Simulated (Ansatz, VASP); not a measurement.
# Si2Mo: VASP beside Ansatz, part 2 of 2

Aim: how closely do two programs agree when they are given the same cell, functional and k mesh? The cell is taken from a series of runs on this material, whose earlier steps may have relaxed, scaled, displaced or heated it; both programs get it as it stands.

VASP 6.6.1 and Ansatz 0.2.0.

So far: The starting structure; VASP: zone-centre phonons, PBEsol.

**3. Ansatz: zone-centre phonons, PBEsol**

Level of this step: Ansatz beside VASP: Kohn-Sham DFT, plane waves, PBEsol (Ansatz).

Ansatz runs on its PAW soft_1 files.

The same cell, functional, mesh and smearing now go to Ansatz, which takes its cutoff from its data sets.

input.yaml

```yaml
crystal:
  lattice:
    - [-1.5721813188, 1.5721813188, 3.8648309092]
    - [1.5721813188, -1.5721813188, 3.8648309092]
    - [1.5721813188, 1.5721813188, -3.8648309092]
  atoms:
    - { symbol: Si, position: [0.3345136431, 0.3345136431, 0.0] }
    - { symbol: Si, position: [0.6654863569, 0.6654863569, 0.0] }
    - { symbol: Mo, position: [0.0, 0.0, 0.0] }
kpoints:
  mp_grid: { grid: [20, 20, 20] }
hamiltonian:
  xc: pbesol
  pseudopotentials: { kind: paw, azcp: { folder: soft_1 }, xc_functional: pbe }
scf:
  occupations: { method: methfessel_paxton, width: 0.2 }
output:
  eigenvalues: true
phonons:
  method: dfpt
```

Launch:

```console
$ ansatz run input.yaml --threads 4 --pin off --max-ram 10240MiB --backend cpu --events-out ev --progress --plain --runs-dir out
```

Numbers of over 12 decimals in the logs are rounded to 6 here.

The log of the run:

```text
zone centre: on kpoints.mp_grid the ground state, and the responses unless they are solved on pairs of k-points, stand on 1166 of the mesh's 8000 k-points, reduced under 4 symmetry operations, with k and −k counted as one. Each operation leaves every solved displacement unchanged or reverses it
Engine: ansatz 0.2.0, x86_64-unknown-linux-gnu
Pseudopotentials: kind: paw
Pseudopotential: Si, paw, valence charge 4, recommended cutoff 420 eV (normal), soft_1/Si.paw.azcp
Pseudopotential: Mo, paw, valence charge 14, recommended cutoff 420 eV (normal), soft_1/Mo.paw.azcp
Functional definition: PBEsol
  exchange = pbesol_x
  correlation = pbesol_c
Crystal: 3 atoms, lattice volume = 38.212 Å³
Basis set: ecut = 420 eV, 761 PW (Γ), exchange–correlation on 60×60×60 points (8 copies of the dense FFT grid, shifted against one another)
Bands: 15, of which v1, the nominal top of the filled ones, is band 11 counted from 1 (10 counted from 0)
Symmetry: 16 space group operations
k-points: 1166 of 8000 (irreducible under 4 space group operations, time reversal used)
Non-local potential: Si, projectors of the file, l = 0: 2, l = 1: 2, l = 2: 1
Non-local potential: Mo, projectors of the file, l = 0: 3, l = 1: 2, l = 2: 2, l = 3: 1
PAW form: soft (Blöchl's): semilocal exchange-correlation on the pseudo side does not see the compensation charge
PAW frozen core: Si, regenerated for the run's functional, and the local potential with it (the file was generated under x = pbe(κ = 0.804, μ = 0.219515), c = pbe(β = 0.066725))
PAW frozen core: Mo, regenerated for the run's functional, and the local potential with it (the file was generated under x = pbe(κ = 0.804, μ = 0.219515), c = pbe(β = 0.066725))
PAW one-centre angular grid: Si, 110 points (default); XC on 64 Gauss nodes
PAW one-centre angular grid: Mo, 590 points (default); XC on 64 Gauss nodes
Initial density: superposition of atomic densities (chi_scale 0.1, normalization cell, long waves kept (reshape's long-wave potential 0.00 eV rms))
Initial wavefunctions: pseudopotential atomic-orbital guess
Functional: x = pbesol(κ = 0.804, μ = 0.123457), c = pbesol(β = 0.046)
SCF iter   1: F=—  HF=-6143.459028 eV  |F-HF|=—  |Δ(HF+E_count)|=         —  Δρ=9.32e-2  dr2=4.79e0  ethr=3.10e-3  ⟨swp⟩=5.4  Hψ=101451  notcnv=0
preconditioner: auto → Kerker (q_TF=auto, 2.488 Å⁻¹)  [metal: Δε(μ)=0.034 eV  Ē_g=8.441 eV  σ=0.200 eV  W_gap=0.14  n_scr=10 (ndim 8)  ℏωp=22.5 eV  f_vac=0.000  D(μ)=0.35/eV (n_scr^D=0)]
SCF iter   2: F=—  HF=-6142.330561 eV  |F-HF|=—  |Δ(HF+E_count)|=    1.13e0  S|Δr|=    0.00e0  Δρ=3.27e-2  dr2=3.06e-1  ethr=3.10e-3  ⟨swp⟩=2.1  Hψ=43286  notcnv=0
SCF iter   3: F=—  HF=-6142.267111 eV  |F-HF|=—  |Δ(HF+E_count)|=   6.34e-2  S|Δr|=    0.00e0  Δρ=1.45e-2  dr2=5.90e-2  ethr=1.39e-3  ⟨swp⟩=2.1  Hψ=25519  notcnv=0
SCF iter   4: F=—  HF=-6142.253858 eV  |F-HF|=—  |Δ(HF+E_count)|=   1.33e-2  S|Δr|=    0.00e0  Δρ=2.40e-3  dr2=2.32e-3  ethr=2.68e-4  ⟨swp⟩=2.6  Hψ=25432  notcnv=0
SCF iter   5: F=—  HF=-6142.253213 eV  |F-HF|=—  |Δ(HF+E_count)|=   6.45e-4  S|Δr|=    0.00e0  Δρ=2.73e-4  dr2=4.70e-5  ethr=1.05e-5  ⟨swp⟩=2.8  Hψ=28631  notcnv=0
SCF iter   6: F=—  HF=-6142.253203 eV  |F-HF|=—  |Δ(HF+E_count)|=   9.76e-6  S|Δr|=    0.00e0  Δρ=2.96e-5  dr2=4.64e-7  ethr=2.14e-7  ⟨swp⟩=2.3  Hψ=22804  notcnv=0
SCF iter   7: F=—  HF=-6142.253204 eV  |F-HF|=—  |Δ(HF+E_count)|=   1.80e-7  S|Δr|=    0.00e0  Δρ=4.06e-6  dr2=5.94e-9  ethr=2.11e-9  ⟨swp⟩=2.4  Hψ=24869  notcnv=0
SCF iter   8: F=—  HF=-6142.253204 eV  |F-HF|=—  |Δ(HF+E_count)|=  7.46e-10  S|Δr|=    0.00e0  Δρ=6.60e-7  dr2=1.16e-10  ethr=2.70e-11  ⟨swp⟩=2.6  Hψ=30893  notcnv=0
SCF iter   9: F=-6142.253204 eV  HF=-6142.253204 eV  |F-HF|=2.73e-12  |Δ(HF+E_count)|=  3.46e-11  S|Δr|=    0.00e0  Δρ=1.02e-7  dr2=3.74e-12  ethr=1.00e-12  ⟨swp⟩=5.6  Hψ=77917  notcnv=0
SCF 1 converged in 9 iterations: F = -6142.253204 eV  dr2 = 3.74e-12
  greatest PAW one-centre occupation: 0.999 electrons in one spin orbital (limit 2), on the Mo atom at site 2 (counted from 0), in its partial waves of l = 0
DFPT response loops at Γ: preconditioner auto → Kerker (q_TF=auto, 2.488 Å⁻¹) (partly filled bands, converged f_vac=0.000); β = 1.00, the filter's whole step (`scf.mixing.beta` (0.50) is not read by the response loops under this deck's `scf.mixing.preconditioner`; to damp them name `kerker` or `kerker_dos`, under which they read `scf.mixing.beta`, and type it under 1.00, their step now; both keys bind the ground state too); Broyden in place of MSR1
SCF converged after 9 iterations
Stability not checked: this state was not tested for a lower state beside it, because cold or Methfessel-Paxton smearing, or corrected tetrahedra, fill the levels in a way that the test cannot read (fill_not_monotonic; see scf.lower_state_search)
Free energy (F): -6142.253204 eV
Harris-Foulkes:  -6142.253204 eV  (|F-HF|=2.73e-12)
Internal energy: -6142.253646 eV  (E = F + TS)
E sigma→0 (E₀):  -6142.253314 eV
Entropy (-TS):   0.000442 eV (0.147 meV/atom)
Fermi energy:    16.838489 eV
--- Per-component energies (eV) ---
  E_band       = -29.054180
  E_kinetic    = 517.189289
  E_local      = -1096.282708  (includes V_loc(G=0)·N_el)
  E_nonlocal   = 195.406990
  E_hartree    = 421.380169
  E_xc         = -293.532413
  E_vxc        = -323.400968  (∫ρ·V_xc dr)
  E_paw        = -4150.344068  (= ΣΔE_a)
  E_vpaw       = -164.727233  (= ΣTr[D̂ρ^β])
  E_aug_tail   = 0.000132  (compensation charges beyond the density's cutoff)
  E_ewald      = -1736.343459
  E_core_change = 0.272421  (= ΣΔE_core)
  E_smearing   = 0.000442  (= −TS)
  E_closure    = 0.000000  (closes the sum)
  Σ components = -6142.253204   (vs F -6142.253204, Δ=0.00e0)
--- Band table (eV; the first three rows and the last of 1166) ---
  k-point 0: bands = [... 7 lower, 13.5152, 14.0888, 14.0888, 17.2719, 19.8187, 20.3359, 20.5771, 20.5771]
  k-point 1: bands = [... 7 lower, 13.5426, 13.8653, 14.5113, 16.9479, 20.0319, 20.0471, 20.4631, 20.6195]
  k-point 2: bands = [... 7 lower, 13.3139, 13.6263, 15.0739, 16.1492, 19.5993, 20.3894, 20.4400, 20.7266]
  k-point 1165: bands = [... 7 lower, 14.4712, 16.2218, 16.2218, 16.3971, 16.3971, 17.4190, 21.7243, 22.5926]
--- Phonons (Γ-DFPT): 4 representative perturbations + reference, on 1166 of 8000 k-points (Σ response iterations 12) ---
  k mesh reduced under 4 symmetry operations, with k and −k counted as one. Each operation leaves every solved displacement unchanged or reverses it
  ASR residual: 2.913e-5 → 0.000e0 eV/Å²; symmetrization residual: 4.216e-6 eV/Å²
  ASR residual per site (eV/Å²): 2.91e-5 2.91e-5 6.98e-6
  Γ frequencies (cm⁻¹): 0.00 0.00 0.00 301.27 301.27 345.30 359.74 359.74 461.74
  non-analytic LO–TO correction: not included (Born effective charges unavailable; polar crystals: no LO–TO splitting at Γ)
```

Reading the cycles: dr2 is the Hartree energy of the density residual (eV), the measure of convergence; HF is the Harris–Foulkes estimate of the energy, which meets the free energy F at convergence.

**4. Comparison**

Known differences besides the potentials themselves: the cutoff is 420 eV in Ansatz and 500 eV in VASP; Ansatz makes its cores anew for this functional, VASP keeps those of its PBE data sets. Total energies have different zeros and are not compared.

Compared:

| quantity | Ansatz | VASP | difference |
| --- | --- | --- | --- |
| optical mode 1 to 2 (cm⁻¹) | 301.3 | 302.6 | -0.43 % |
| optical mode 3 (cm⁻¹) | 345.3 | 346.8 | -0.43 % |
| optical mode 4 to 5 (cm⁻¹) | 359.7 | 360.5 | -0.22 % |
| optical mode 6 (cm⁻¹) | 461.7 | 462.3 | -0.11 % |

Modes are paired by rising frequency, not by their patterns, so a pair may set unlike modes beside each other; they are those without the splitting of longitudinal modes.

**5. Results**

| Quantity | Value |
| --- | --- |
| r.m.s. difference of the optical zone-centre modes, each program's sorted by frequency (zone-centre phonons, PBEsol) | 1.1 cm⁻¹ |

What this shows: The r.m.s. difference of the optical zone-centre modes, each program's sorted by frequency is 1.1 cm⁻¹ (zone-centre phonons, PBEsol). Such differences can come from data sets, numerical settings and the points named under the comparisons, not from the functional's error against experiment.

[Lines on the potential files, build, host, timing and source positions are cut from VASP's logs without a mark.]

[Logs are printed without paths, hosts, clocks, repeated set-up lines and the standing remarks that a program may print on its own settings, such as how far it seeks lower states.]

[Hosts, paths, dates, database ids (printed as entryN), source tags and the programs' standing remarks are cut or masked in the printed files.]
